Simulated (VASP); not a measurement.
These are PBE GGA, VASP's PBE PAW potentials (set 64) (plane waves; VASP 6.6.1) values and carry that method's errors.

Input for VASP

POSCAR:
```
MnB2
1
    0.0000000000     2.4703380000     2.4703380000
    2.4703380000     0.0000000000     2.4703380000
    2.4703380000     2.4703380000     0.0000000000
Mn B
1 2
Direct
 -0.0073680000   0.0236010000  -0.0263090000
  0.2651720000   0.2367920000   0.2622440000
  0.7421970000   0.7396070000   0.7640650000
```

File KPOINTS:
```
Regular mesh
0
Gamma
4 4 4
0 0 0
```

**INCAR**
```
# general
SYSTEM =MnB2
PREC   =Accurate
ENCUT  =400
LREAL  =F
LASPH  =T

# electronic loop
EDIFF  =1E-6
NELM   =100
ALGO   =Normal
LMAXMIX=4

# smearing
ISMEAR =-1
SIGMA  =0.1

# functional
GGA    =PE

# spin
ISPIN  =2
MAGMOM =4.0 0.0 0.0

# ions
ISIF   =2

# output
LWAVE  =F
LCHARG =F
LORBIT =11
```

POTCAR, in this order: Mn_pv B (PBE.64 set). Program: vasp_std.

What VASP printed:

OUTCAR:
```
 ion  position               nearest neighbor table
   1  0.993  0.024  0.974-   2 2.03   3 2.04   2 2.08   3 2.13   3 2.14   2 2.21   2 2.25   3 2.26
  LATTYP: Found a face centered cubic cell.
 ALAT       =     4.9406760000
 Subroutine PRICEL returns:
 Original cell was already a primitive cell.
 Subroutine GETGRP returns: Found  1 space group operations
The static configuration has the point symmetry C_1 .
The dynamic configuration has the point symmetry C_1 .
The overall configuration has the point symmetry C_1 .
 Subroutine INISYM returns: Found  1 space group operations
 Subroutine IBZKPT returns following result:
 Found     36 irreducible k-points:

 Following reciprocal coordinates:
            Coordinates               Weight
  0.000000  0.000000  0.000000      1.000000
  0.250000  0.000000  0.000000      2.000000
  0.000000  0.250000  0.000000      2.000000
  0.000000  0.000000  0.250000      2.000000
  0.250000  0.250000  0.250000      2.000000
  0.500000  0.000000  0.000000      1.000000
  0.000000  0.500000  0.000000      1.000000
  0.000000  0.000000  0.500000      1.000000
  0.500000  0.500000  0.500000      1.000000
  0.250000  0.250000  0.000000      2.000000
  0.000000  0.250000  0.250000      2.000000
  0.250000  0.000000  0.250000      2.000000
  0.500000  0.250000  0.000000      2.000000
  0.000000  0.500000  0.250000      2.000000
  0.250000  0.000000  0.500000      2.000000
  0.250000  0.250000 -0.250000      2.000000
  0.500000  0.250000  0.500000      2.000000
  0.250000  0.500000  0.000000      2.000000
  0.250000 -0.250000 -0.250000      2.000000
  0.500000  0.500000  0.250000      2.000000
  0.000000  0.250000  0.500000      2.000000
 -0.250000  0.250000 -0.250000      2.000000
  0.250000  0.500000  0.500000      2.000000
  0.500000  0.000000  0.250000      2.000000
 -0.250000  0.250000  0.000000      2.000000
  0.000000 -0.250000  0.250000      2.000000
  0.250000  0.000000 -0.250000      2.000000
  0.250000  0.250000  0.500000      2.000000
 -0.250000  0.500000 -0.250000      2.000000
  0.500000 -0.250000 -0.250000      2.000000
  0.500000  0.500000  0.000000      1.000000
  0.000000  0.500000  0.500000      1.000000
  0.500000  0.000000  0.500000      1.000000
 -0.250000  0.500000  0.250000      2.000000
  0.250000 -0.250000  0.500000      2.000000
  0.500000  0.250000 -0.250000      2.000000
   k-points           NKPTS =     36   k-points in BZ     NKDIM =     36   number of bands    NBANDS=     15
   number of dos      NEDOS =    301   number of ions     NIONS =      3
   total plane-waves  NPLWV =  13824
   dimension x,y,z NGX =    24 NGY =   24 NGZ =   24
   dimension x,y,z NGXF=    48 NGYF=   48 NGZF=   48
   ions per type =               1   2
   PREC   = accura    normal or accurate (medium, high low for compatibility)
   ISTART =      0    job   : 0-new  1-cont  2-samecut
   ICHARG =      2    charge: 1-file 2-atom 10-const
   ISPIN  =      2    spin polarized calculation?
   LNONCOLLINEAR =      F non collinear calculations
   LSORBIT =      F    spin-orbit coupling
   INIWAV =      1    electr: 0-lowe 1-rand  2-diag
   ENCUT  =  400.0 eV  29.40 Ry    5.42 a.u.   5.70  5.70  5.70*2*pi/ulx,y,z
   NELM   =    100;   NELMIN=  2; NELMDL= -5     # of ELM steps
   EDIFF  = 0.1E-05   stopping-criterion for ELM
   LREAL  =      F    real-space projection
   NLSPLINE    = F    spline interpolate recip. space projectors
   LMAXMIX     =    4 max onsite mixed and CHGCAR
   VOSKOWN=      0    Vosko Wilk Nusair interpolation
   EDIFFG = 0.1E-04   stopping-criterion for IOM
   NSW    =      0    number of steps for IOM
   NBLOCK =      1;   KBLOCK =      1    inner block; outer block
...
```

### OSZICAR
```
       N       E                     dE             d eps       ncg     rms          rms(c)
DAV:   1     0.105235784532E+03    0.10524E+03   -0.89791E+03  2160   0.118E+03
DAV:   2    -0.192730518287E+02   -0.12451E+03   -0.12042E+03  2342   0.313E+02
DAV:   3    -0.233487856260E+02   -0.40757E+01   -0.39920E+01  2650   0.609E+01
DAV:   4    -0.233955973789E+02   -0.46812E-01   -0.46750E-01  2588   0.660E+00
DAV:   5    -0.233962405679E+02   -0.64319E-03   -0.64317E-03  2643   0.781E-01    0.244E+01
DAV:   6    -0.290170528963E+02   -0.56208E+01   -0.67599E+01  2560   0.989E+01    0.323E+01
DAV:   7    -0.203319597192E+02    0.86851E+01   -0.44042E+01  2368   0.767E+01    0.478E+00
DAV:   8    -0.204191779817E+02   -0.87218E-01   -0.17170E+00  2594   0.103E+01    0.226E+00
DAV:   9    -0.204140132107E+02    0.51648E-02   -0.55061E-02  2767   0.206E+00    0.122E+00
DAV:  10    -0.204149361264E+02   -0.92292E-03   -0.17524E-02  2740   0.134E+00    0.332E-01
DAV:  11    -0.204149823940E+02   -0.46268E-04   -0.25652E-03  2417   0.516E-01    0.941E-02
DAV:  12    -0.204150699021E+02   -0.87508E-04   -0.29308E-04  2531   0.157E-01    0.490E-02
DAV:  13    -0.204150818273E+02   -0.11925E-04   -0.39667E-05  2652   0.540E-02    0.177E-02
DAV:  14    -0.204150847458E+02   -0.29184E-05   -0.46258E-06  2489   0.191E-02    0.778E-03
DAV:  15    -0.204150864275E+02   -0.16817E-05   -0.13866E-06  2174   0.110E-02    0.376E-03
DAV:  16    -0.204150866994E+02   -0.27192E-06   -0.41678E-07  1311   0.543E-03
   1 F= -.20415087E+02 E0= -.20383290E+02  d E =-.635939E-01  mag=     0.9143
```

OUTCAR:
```
------------------------ aborting loop because EDIFF is reached ----------------------------------------
  FORCE on cell =-STRESS in cart. coord.  units (eV):
  Direction    XX          YY          ZZ          XY          YZ          ZX
  --------------------------------------------------------------------------------------
  Total       -3.8419389     -4.1801665     -3.9426105     -0.3440934     -0.0580163     -0.4065798
  in kB     -204.1558858   -222.1288795   -209.5054506    -18.2846968     -3.0829122    -21.6051469
  external PRESSURE =    -211.9300720 kB  Pullay stress =       0.0000000 kB
  volume of cell :       30.15
      direct lattice vectors                 reciprocal lattice vectors
     0.000000000  2.470338000  2.470338000    -0.202401453  0.202401453  0.202401453
     2.470338000  0.000000000  2.470338000     0.202401453 -0.202401453  0.202401453
     2.470338000  2.470338000  0.000000000     0.202401453  0.202401453 -0.202401453
 POSITION                                       TOTAL-FORCE (eV/Angst)
 -----------------------------------------------------------------------------------
      2.46365      4.85748      2.51044         0.009679      0.620744     -0.332307
      1.23279      1.30290      1.24002        -0.102214     -0.394458      0.137441
      3.71458      3.72098      3.66056         0.092535     -0.226286      0.194866
 -----------------------------------------------------------------------------------
    total drift:                               -0.000280      0.001153     -0.000538
  FREE ENERGIE OF THE ION-ELECTRON SYSTEM (eV)
  ---------------------------------------------------
  free  energy   TOTEN  =       -20.4150866994 eV

  energy  without entropy=      -20.3514928171  energy(sigma->0) =      -20.38328976

 total charge

# of ion       s       p       d       tot
------------------------------------------
    1        0.414   6.357   5.297  12.069
    2        0.697   0.943   0.000   1.640
    3        0.696   0.942   0.000   1.638
--------------------------------------------------
tot          1.808   8.242   5.297  15.347

 magnetization (x)

# of ion       s       p       d       tot
------------------------------------------
    1        0.018  -0.009   1.104   1.113
    2       -0.016  -0.062   0.000  -0.078
    3       -0.016  -0.061   0.000  -0.077
--------------------------------------------------
tot         -0.013  -0.132   1.104   0.958
```
(Selected blocks of OUTCAR.)

At this cut-off the stress carries a Pulay error, which pulls relaxed volumes low.  The moments were started parallel, and other spin orders were not tried in this run.

The structure was generated: MnB2 was put into an ordered model structure, which need not be its known phase. The cell was not relaxed at this level, atoms are displaced from their ideal sites. The k-mesh is coarse (spacing up to 0.55 per Å, 2π included), so the numbers may not be converged in it. The run is one of a series of settings (KPOINTS 4×4×4 Γ-centred mesh against the base run), some of them coarse on purpose.
